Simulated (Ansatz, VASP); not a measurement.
**SiO2 in two plane-wave programs**

One calculation is typed for both programs; each brings its own data sets. How far apart do they land? The cell is taken from a series of runs on this material, whose earlier steps may have relaxed, scaled, displaced or heated it; both programs get it as it stands.

Main program and level: Ansatz 0.2.0; plane waves, with VASP 6.6.1 beside it; zone-centre phonons at LDA.

## (1) The starting structure

Symmetry: P4_2/mnm, No. 136, tetragonal system. Conventional cell: a = 4.238 Å, b = 4.238 Å, c = 2.635 Å, α = 90.00°, β = 90.00°, γ = 90.00°. O has 3 Si at 1.75 to 1.84 Å nearest. Nearest to Si lie 6 O at 1.75 to 1.84 Å. Farther neighbours and most contacts between anions are not listed.

Structure file:

```
O Si
1.0
     4.23801    0.00000    0.00000
     0.00000    4.23801    0.00000
     0.00000    0.00000    2.63544
O Si
4 2
Direct
  0.69226 0.69226 0.00000
  0.19226 0.80774 0.50000
  0.30774 0.30774 0.00000
  0.80774 0.19226 0.50000
  0.50000 0.50000 0.50000
  0.00000 0.00000 0.00000
```

## (2) VASP: zone-centre phonons, LDA

Second derivatives magnify differences that forces hide, and they need a tight electronic threshold.

Lines of VASP's logs that name or quote its potential files are left out, and so is its time.

INCAR

```
SYSTEM = SiO2
PREC = Accurate
ENCUT = 600
EDIFF = 1E-08
NELM = 120
ISMEAR = 0
SIGMA = 0.01
LREAL = .FALSE.
ALGO = Normal
GGA = PW92
NBANDS = 22
LORBIT = 11
LWAVE = .FALSE.
LCHARG = .FALSE.
ISIF = 2
IBRION = 8
LEPSILON = .TRUE.
LASPH = .TRUE.
GGA_COMPAT = .FALSE.
EFERMI = MIDGAP
KPAR = 2
```

POSCAR

```
SiO2
1.0
    4.2380110151      0.0000000000      0.0000000000
    0.0000000000      4.2380110151      0.0000000000
    0.0000000000      0.0000000000      2.6354352748
O Si
4 2
Direct
    0.6922646690      0.6922646690      0.0000000000
    0.1922646690      0.8077353310      0.5000000000
    0.3077353310      0.3077353310      0.0000000000
    0.8077353310      0.1922646690      0.5000000000
    0.5000000000      0.5000000000      0.5000000000
    0.0000000000      0.0000000000      0.0000000000
```

KPOINTS

```
Automatic mesh
0
Gamma
8 8 8
0 0 0
```

The projector-augmented-wave data sets are O and Si (LDA family, release 64).

Run with:

```console
$ mpirun -np 2 vasp_std
```

Numbers of over 12 decimals in the logs are rounded to 6 here.

The program printed:

```text
[banner, memory and clock lines left out]
running    2 mpi-ranks, on    1 nodes
 distrk:  each k-point on    1 cores,    2 groups
 distr:  one band on    1 cores,    1 groups

 POSCAR found type information on POSCAR O Si
 POSCAR found :  2 types and       6 ions
|                                                                             |
|               ----> ADVICE to this user running VASP <----                  |
|                                                                             |
|     You enforced a specific xc type in the INCAR file but a different       |
|     [... a line on the potential file left out ...]
|     I HOPE YOU KNOW WHAT YOU ARE DOING!                                     |
|                                                                             |

 LDA part: xc-table for (Slater(with rela. corr.)+PW92), standard interpolation
 POSCAR, INCAR and KPOINTS ok, starting setup
 FFT: planning ... GRIDC
 FFT: planning ... GRID_SOFT
 FFT: planning ... GRID
 WAVECAR not read
 entering main loop
       N       E                     dE             d eps       ncg     rms          rms(c)
DAV:   1     0.159275298766E+03    0.15928E+03   -0.19568E+04  3332   0.158E+03
DAV:   2    -0.493014452376E+02   -0.20858E+03   -0.19953E+03  4314   0.321E+02
DAV:   3    -0.568021506938E+02   -0.75007E+01   -0.74735E+01  4200   0.609E+01
DAV:   4    -0.568582443086E+02   -0.56094E-01   -0.56071E-01  4086   0.609E+00
DAV:   5    -0.568587828923E+02   -0.53858E-03   -0.53855E-03  4104   0.575E-01    0.177E+01
DAV:   6    -0.520794891193E+02    0.47793E+01   -0.16954E+01  3906   0.278E+01    0.842E+00
DAV:   7    -0.520207147658E+02    0.58774E-01   -0.55110E-01  3876   0.486E+00    0.300E+00
DAV:   8    -0.519897682331E+02    0.30947E-01   -0.20336E-02  3942   0.138E+00    0.107E+00
DAV:   9    -0.519843974074E+02    0.53708E-02   -0.49628E-03  3978   0.662E-01    0.222E-01
DAV:  10    -0.519844104565E+02   -0.13049E-04   -0.33871E-04  4050   0.155E-01    0.563E-02
DAV:  11    -0.519843992943E+02    0.11162E-04   -0.37849E-05  4002   0.480E-02    0.226E-02
DAV:  12    -0.519843980749E+02    0.12194E-05   -0.81522E-06  3936   0.210E-02    0.762E-03
DAV:  13    -0.519843980923E+02   -0.17433E-07   -0.46216E-07  4038   0.553E-03    0.211E-03
DAV:  14    -0.519843980893E+02    0.29677E-08   -0.19410E-08  2676   0.109E-03
   1 F= -.51984398E+02 E0= -.51984398E+02  d E =0.000000E+00
 Linear response reoptimize wavefunctions to high precision
DAV:   1    -0.519843980886E+02    0.67666E-09   -0.17771E-09  2700   0.405E-04
DAV:   2    -0.519843980887E+02   -0.13642E-10   -0.27541E-10  2256   0.129E-04
 Linear response G [H, r] |phi>, progress :
  Direction:   1
       N       E                     dE             d eps       ncg     rms
RMM:   1    -0.138873943288E+03   -0.13887E+03   -0.35662E-01  7541   0.986E+01
RMM:   2    -0.116283934213E+03    0.22590E+02   -0.92349E+00  5499   0.216E+01
RMM:   3    -0.116336181228E+03   -0.52247E-01   -0.10658E-01  5737   0.212E+00
RMM:   4    -0.116337555726E+03   -0.13745E-02   -0.16552E-03  6011   0.259E-01
RMM:   5    -0.116337584910E+03   -0.29183E-04   -0.57379E-05  6079   0.381E-02
RMM:   6    -0.116337586036E+03   -0.11260E-05   -0.13722E-05  6175   0.767E-03
RMM:   7    -0.116337586115E+03   -0.79670E-07   -0.12988E-05  6149   0.352E-03
RMM:   8    -0.116337586137E+03   -0.21119E-07   -0.12033E-05  4931   0.289E-03
RMM:   9    -0.116337586162E+03   -0.25616E-07   -0.98959E-06  4022   0.282E-03
RMM:  10    -0.116337586248E+03   -0.85504E-07    0.10588E-05  3769   0.281E-03
RMM:  11    -0.116337586257E+03   -0.89732E-08    0.16378E-05  3740   0.281E-03
 Linear response G [H, r] |phi>, progress :
  Direction:   2
       N       E                     dE             d eps       ncg     rms
RMM:   1    -0.138521007040E+03   -0.13852E+03    0.43823E+01  7548   0.996E+01
RMM:   2    -0.113262068458E+03    0.25259E+02   -0.10541E+01  5592   0.232E+01
RMM:   3    -0.113335936352E+03   -0.73868E-01   -0.11409E-01  5783   0.224E+00
RMM:   4    -0.113337590433E+03   -0.16541E-02   -0.18732E-03  6054   0.280E-01
RMM:   5    -0.113337624931E+03   -0.34498E-04   -0.61888E-05  6151   0.399E-02
RMM:   6    -0.113337626329E+03   -0.13983E-05   -0.18218E-05  6203   0.780E-03
RMM:   7    -0.113337626518E+03   -0.18865E-06   -0.18617E-05  6165   0.351E-03
RMM:   8    -0.113337626454E+03    0.64056E-07   -0.16701E-05  5031   0.288E-03
RMM:   9    -0.113337626416E+03    0.37729E-07   -0.14512E-05  3997   0.281E-03
RMM:  10    -0.113337626459E+03   -0.43182E-07    0.33513E-06  3803   0.280E-03
RMM:  11    -0.113337626356E+03    0.10375E-06   -0.30525E-05  3775   0.282E-03
 Linear response G [H, r] |phi>, progress :
  Direction:   3
       N       E                     dE             d eps       ncg     rms
RMM:   1    -0.134274698162E+03   -0.13427E+03    0.32439E+01  7245   0.953E+01
[...]
RMM:   6    -0.347764347131E+00   -0.78434E-09   -0.43779E-08  4122   0.265E-04
 change of polarisation eV/A/(eV/A) component  3 :    -0.055    -0.043     0.696
 dielectric tensor                  component  3 :    -0.212    -0.163     3.659
 Linear response to external field, progress :
  Direction:   1
       N       E                     dE             d eps       ncg     rms          rms(c)
[...]
RMM:   5    -0.347266823297E+00   -0.93781E-03   -0.15803E-04  5829   0.952E-02    0.111E-02
RMM:   6    -0.347383488491E+00   -0.11667E-03   -0.21285E-06  6008   0.940E-03    0.544E-03
RMM:   7    -0.347447395616E+00   -0.63907E-04   -0.23516E-07  6024   0.286E-03    0.352E-04
RMM:   8    -0.347457391264E+00   -0.99956E-05    0.27434E-09  6078   0.590E-04    0.144E-04
RMM:   9    -0.347457816506E+00   -0.42524E-06   -0.29849E-08  5064   0.263E-04    0.133E-05
RMM:  10    -0.347458055466E+00   -0.23896E-06   -0.37391E-08  2982   0.161E-04    0.732E-06
 change of polarisation eV/A/(eV/A) component  3 :    -0.055    -0.042     0.656
 dielectric tensor                  component  3 :    -0.209    -0.160     3.507
 Linear response DOF=           4
 Linear response progress:
  Degree of freedom:   1/  4
       N       E                     dE             d eps       ncg     rms          rms(c)
RMM:   1    -0.377423930090E+00   -0.37742E+00    0.31052E-01 14089   0.381E+00
RMM:   2    -0.369123861142E+00    0.83001E-02   -0.91079E-03 12786   0.602E-01    0.232E-01
RMM:   3    -0.370134955253E+00   -0.10111E-02   -0.14297E-03 11978   0.218E-01    0.126E-01
RMM:   4    -0.371896522318E+00   -0.17616E-02   -0.10191E-03 12518   0.169E-01    0.349E-02
RMM:   5    -0.372037278835E+00   -0.14076E-03   -0.30904E-05 13407   0.340E-02    0.125E-02
RMM:   6    -0.372073783405E+00   -0.36505E-04   -0.60480E-07 13667   0.712E-03    0.274E-03
RMM:   7    -0.372085849314E+00   -0.12066E-04   -0.52580E-07 13666   0.294E-03    0.682E-04
RMM:   8    -0.372077845523E+00    0.80038E-05    0.65074E-08 13604   0.119E-03    0.212E-04
RMM:   9    -0.372077892219E+00   -0.46695E-07   -0.63823E-09 13800   0.231E-04    0.883E-05
RMM:  10    -0.372077937577E+00   -0.45358E-07   -0.69749E-09 13804   0.147E-04    0.191E-05
RMM:  11    -0.372077955237E+00   -0.17660E-07    0.11732E-08 13874   0.115E-04    0.511E-06
RMM:  12    -0.372077928055E+00    0.27182E-07    0.26005E-08 13853   0.983E-05    0.185E-06
RMM:  13    -0.372077944737E+00   -0.16682E-07    0.27290E-08 12768   0.947E-05    0.511E-07
RMM:  14    -0.372077946513E+00   -0.17758E-08    0.15326E-08 10223   0.930E-05    0.159E-07
 first order change of Fermi-energy  -0.18141E+00
 force on displaced ion       1 direction 1 : -21.073  -9.619   0.000
 Born effective charge ion    1 direction 1 :  -1.901  -0.572   0.000
 Linear response progress:
  Degree of freedom:   2/  4
       N       E                     dE             d eps       ncg     rms          rms(c)
RMM:   1    -0.352576729238E+00   -0.35258E+00    0.35696E-01 12130   0.383E+00
RMM:   2    -0.346338288743E+00    0.62384E-02   -0.81244E-03 10987   0.558E-01    0.235E-01
RMM:   3    -0.347643977734E+00   -0.13057E-02   -0.87848E-04  9820   0.187E-01    0.126E-01
RMM:   4    -0.349905538186E+00   -0.22616E-02   -0.88273E-04 10066   0.181E-01    0.228E-02
RMM:   5    -0.349812009448E+00    0.93529E-04   -0.34901E-05 11431   0.374E-02    0.290E-03
RMM:   6    -0.349855427529E+00   -0.43418E-04   -0.10297E-06 11979   0.527E-03    0.110E-03
RMM:   7    -0.349847829340E+00    0.75982E-05   -0.14886E-07 11817   0.133E-03    0.158E-04
RMM:   8    -0.349848562743E+00   -0.73340E-06    0.10614E-08 12035   0.265E-04    0.708E-05
RMM:   9    -0.349848694935E+00   -0.13219E-06    0.14073E-08 12080   0.135E-04    0.940E-06
RMM:  10    -0.349848911905E+00   -0.21697E-06    0.91415E-09 11216   0.106E-04    0.585E-06
RMM:  11    -0.349848890703E+00    0.21202E-07    0.89627E-09 11313   0.967E-05    0.929E-07
RMM:  12    -0.349848889739E+00    0.96427E-09   -0.13237E-08  8620   0.945E-05    0.221E-07
 first order change of Fermi-energy   0.30926E-03
 force on displaced ion       1 direction 3 :  -0.002  -0.002 -19.915
 Born effective charge ion    1 direction 3 :  -0.000  -0.000  -2.006
 Linear response progress:
  Degree of freedom:   3/  4
       N       E                     dE             d eps       ncg     rms          rms(c)
RMM:   1    -0.330559379639E-01   -0.33056E-01    0.11388E-01 21910   0.188E+00
RMM:   2    -0.238353013945E-01    0.92206E-02   -0.50799E-03 12902   0.495E-01    0.161E-01
RMM:   3    -0.230391357770E-01    0.79617E-03   -0.67024E-04 13299   0.112E-01    0.102E-01
RMM:   4    -0.225531824856E-01    0.48595E-03   -0.33531E-04 13368   0.123E-01    0.217E-02
RMM:   5    -0.225293683237E-01    0.23814E-04    0.21040E-05 13482   0.261E-02    0.770E-03
RMM:   6    -0.225327481424E-01   -0.33798E-05    0.68482E-06 13191   0.768E-03    0.198E-03
RMM:   7    -0.225346243154E-01   -0.18762E-05    0.19492E-06 13586   0.131E-03    0.673E-04
RMM:   8    -0.225366240285E-01   -0.19997E-05    0.65004E-07 13420   0.703E-04    0.764E-05
RMM:   9    -0.225367124632E-01   -0.88435E-07    0.27883E-07 13653   0.134E-04    0.333E-05
RMM:  10    -0.225367866443E-01   -0.74181E-07    0.32919E-08 13618   0.614E-05    0.792E-06
RMM:  11    -0.225367648448E-01    0.21799E-07    0.38608E-08 13812   0.413E-05    0.193E-06
RMM:  12    -0.225367605556E-01    0.42892E-08    0.66248E-08 12882   0.347E-05    0.705E-07
 first order change of Fermi-energy  -0.31761E-05
 force on displaced ion       5 direction 1 : -30.019 -11.582   0.000
 Born effective charge ion    5 direction 1 :   3.801  -0.410   0.000
 Linear response progress:
  Degree of freedom:   4/  4
       N       E                     dE             d eps       ncg     rms          rms(c)
RMM:   1    -0.183756137703E-01   -0.18376E-01    0.37529E-02 10257   0.123E+00
RMM:   2    -0.161871684124E-01    0.21884E-02   -0.11059E-03  7645   0.223E-01    0.203E-01
RMM:   3    -0.161109519831E-01    0.76216E-04   -0.12887E-04  7892   0.659E-02    0.120E-01
RMM:   4    -0.162062636802E-01   -0.95312E-04   -0.16186E-04  7766   0.738E-02    0.904E-03
RMM:   5    -0.161773424281E-01    0.28921E-04   -0.29554E-06  7874   0.123E-02    0.201E-03
RMM:   6    -0.161762052263E-01    0.11372E-05    0.14999E-07  8089   0.115E-03    0.569E-04
RMM:   7    -0.161744554656E-01    0.17498E-05    0.11105E-07  8137   0.529E-04    0.115E-04
RMM:   8    -0.161742448032E-01    0.21066E-06    0.20452E-08  8159   0.108E-04    0.467E-05
RMM:   9    -0.161742970061E-01   -0.52203E-07    0.12107E-09  8273   0.424E-05    0.211E-06
RMM:  10    -0.161742925022E-01    0.45039E-08    0.19209E-09  7334   0.272E-05    0.981E-07
 first order change of Fermi-energy   0.59560E-05
 force on displaced ion       5 direction 3 :   0.000  -0.000 -24.893
 Born effective charge ion    5 direction 3 :   0.000   0.000   4.011
 Born effective charges drift removed
 Linear response finished
```

(Part 1 of 3 ends here.)

[Lines on the potential files, build, host, timing and source positions are cut from VASP's logs without a mark.]

[Logs are printed without paths, hosts, clocks, repeated set-up lines and the standing remarks that a program may print on its own settings, such as how far it seeks lower states.]

[Hosts, paths, dates, database ids (printed as entryN), source tags and the programs' standing remarks are cut or masked in the printed files.]
